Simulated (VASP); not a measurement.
Calculation: PBE GGA, VASP's PBE PAW potentials (set 64) (plane waves; VASP).

Input for VASP

### KPOINTS
```
Automatic mesh
0
Gamma
14 14 14
0 0 0
```

INCAR:
```
# general
SYSTEM  = WSi2
PREC    = Accurate
ENCUT   = 300
LREAL   = .FALSE.   # projection in real space or not
LASPH   = .TRUE.

# electronic loop
EDIFF   = 1E-6
NELM    = 100   # most electronic steps
ALGO    = Normal
LMAXMIX = 6   # l cut-off of mixed one-centre charges

# smearing
ISMEAR  = -1
SIGMA   = 0.03   # width (eV)

# functional
GGA     = PE   # PBE

# ions
ISIF    = 2   # forces and stress, cell fixed

# output
LWAVE   = .FALSE.
LCHARG  = .FALSE.
```

**POSCAR**
```
WSi2
1
   -1.6050000000     1.6050000000     3.9150000000
    1.6050000000    -1.6050000000     3.9150000000
    1.6050000000     1.6050000000    -3.9150000000
Si W
2 1
Direct
  0.6650000000   0.6650000000   0.0000000000
  0.3350000000   0.3350000000   0.0000000000
  0.0000000000   0.0000000000   0.0000000000
```

POTCAR, in this order: Si W_sv (PBE.64 set). Program: vasp_std.

The run wrote:

File OSZICAR:
```
       N       E                     dE             d eps       ncg     rms          rms(c)
DAV:   1     0.885390346900E+02    0.88539E+02   -0.82269E+03  7430   0.101E+03
DAV:   2    -0.231550627367E+02   -0.11169E+03   -0.11024E+03  8678   0.277E+02
DAV:   3    -0.256280998191E+02   -0.24730E+01   -0.24258E+01  9728   0.398E+01
DAV:   4    -0.256455287387E+02   -0.17429E-01   -0.17406E-01  8412   0.364E+00
DAV:   5    -0.256457227633E+02   -0.19402E-03   -0.19401E-03  9819   0.369E-01    0.255E+01
DAV:   6    -0.248908112201E+02    0.75491E+00   -0.44968E+00  8804   0.157E+01    0.886E+00
DAV:   7    -0.248100486770E+02    0.80763E-01   -0.28418E-01  8209   0.315E+00    0.458E+00
DAV:   8    -0.247882510251E+02    0.21798E-01   -0.43949E-02  9497   0.184E+00    0.310E-01
DAV:   9    -0.247878459737E+02    0.40505E-03   -0.12692E-03  8741   0.276E-01    0.179E-01
DAV:  10    -0.247877710458E+02    0.74928E-04   -0.30944E-04  9077   0.172E-01    0.361E-02
DAV:  11    -0.247877651018E+02    0.59440E-05   -0.34802E-05  9147   0.467E-02    0.138E-02
DAV:  12    -0.247877652091E+02   -0.10730E-06   -0.13730E-06  5879   0.837E-03
   1 F= -.24787765E+02 E0= -.24787449E+02  d E =-.633220E-03
```

**OUTCAR**
```
------------------------ aborting loop because EDIFF is reached ----------------------------------------
  FORCE on cell =-STRESS in cart. coord.  units (eV):
  Direction    XX          YY          ZZ          XY          YZ          ZX
  --------------------------------------------------------------------------------------
  Total        0.8680871      0.8680871      0.8448689      0.0000000      0.0000000     -0.0000000
  in kB       34.4772071     34.4772071     33.5550644      0.0000000      0.0000000     -0.0000000
  external PRESSURE =      34.1698262 kB  Pullay stress =       0.0000000 kB
  volume of cell :       40.34
      direct lattice vectors                 reciprocal lattice vectors
    -1.605000000  1.605000000  3.915000000     0.000000000  0.311526480  0.127713921
     1.605000000 -1.605000000  3.915000000     0.311526480  0.000000000  0.127713921
     1.605000000  1.605000000 -3.915000000     0.311526480  0.311526480  0.000000000
 POSITION                                       TOTAL-FORCE (eV/Angst)
 -----------------------------------------------------------------------------------
      0.00000      0.00000      5.20695         0.000000      0.000000      0.111636
      0.00000      0.00000      2.62305        -0.000000     -0.000000     -0.111636
      0.00000      0.00000      0.00000        -0.000000     -0.000000      0.000000
 -----------------------------------------------------------------------------------
    total drift:                                0.000000      0.000000     -0.000000
  FREE ENERGIE OF THE ION-ELECTRON SYSTEM (eV)
  ---------------------------------------------------
  free  energy   TOTEN  =       -24.7877652091 eV

  energy  without entropy=      -24.7871319886  energy(sigma->0) =      -24.78744860
```
(Selected blocks of OUTCAR.)

At this cut-off the stress carries a Pulay error, which pulls relaxed volumes low.

The structure is a typed WSi2 crystal. The cell was not relaxed at this level. The run is one of a series of settings (SIGMA = 0.03, KPOINTS 14×14×14 Γ-centred mesh against the base run), some of them coarse on purpose.
